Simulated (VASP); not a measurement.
These are PBE GGA with D4 dispersion, VASP's PBE PAW potentials (set 64) (plane waves; VASP) values and carry that method's errors.

A VASP calculation is set up with these files.

File POSCAR:
```
KTaO3
1
    4.0148803364     0.0000000000     0.0000000000
    0.0000000000     4.0148803364     0.0000000000
    0.0000000000     0.0000000000     4.0148803364
K Ta O
1 1 3
Direct
  0.0000000000   0.0000000000   0.0000000000
  0.5000000000   0.5000000000   0.5000000000
  0.5000000000   0.0000000000   0.5000000000
  0.0000000000   0.5000000000   0.5000000000
  0.5000000000   0.5000000000   0.0000000000
```

**INCAR**
```
ALGO  =  Normal
EDIFF  =  1E-7
ENCUT  =  520
GGA  =  PE
ISIF  =  2
ISMEAR  =  -5
IVDW  =  13
LASPH  =  .TRUE.
LCHARG  =  .TRUE.
LEFG  =  .TRUE.
LMAXMIX  =  6
LORBIT  =  11
LREAL  =  .FALSE.
LWAVE  =  .FALSE.
NEDOS  =  601
NELM  =  100
PREC  =  Accurate
SYSTEM  =  KTaO3
```

KPOINTS:
```
Automatic mesh
0
G
  6 6 6
```

POTCAR, in this order: K_sv Ta_pv O (PBE.64 set). Program: vasp_std.

Unless said otherwise, spin-orbit coupling is left out, though it shifts the bands of the heavy elements here.

Task: Estimate the energy per atom (σ→0), dispersion energy, band gap (on the k-mesh).

Result: 
```
Property                           Value
------------------------  --------------
energy per atom (σ→0)     -8.367 eV/atom
dispersion energy              -0.771 eV
band gap (on the k-mesh)         2.13 eV
```

File OSZICAR:
```
...
DAV:   9    -0.410628608097E+02    0.75752E-02   -0.34817E-02  1304   0.128E+00    0.252E-01
DAV:  10    -0.410622896638E+02    0.57115E-03   -0.77175E-03  1280   0.667E-01    0.476E-02
DAV:  11    -0.410623535247E+02   -0.63861E-04   -0.36825E-04  1304   0.156E-01    0.380E-02
DAV:  12    -0.410623857484E+02   -0.32224E-04   -0.50762E-05  1373   0.551E-02    0.759E-03
DAV:  13    -0.410623857196E+02    0.28801E-07   -0.42307E-06  1206   0.126E-02    0.368E-03
DAV:  14    -0.410623855956E+02    0.12401E-06   -0.39255E-07  1076   0.520E-03    0.109E-03
DAV:  15    -0.410623855204E+02    0.75243E-07   -0.10649E-07   775   0.286E-03
   1 F= -.41833640E+02 E0= -.41833640E+02  d E =0.000000E+00
```

The compound is KTaO3 in the cubic perovskite structure. It was relaxed first.
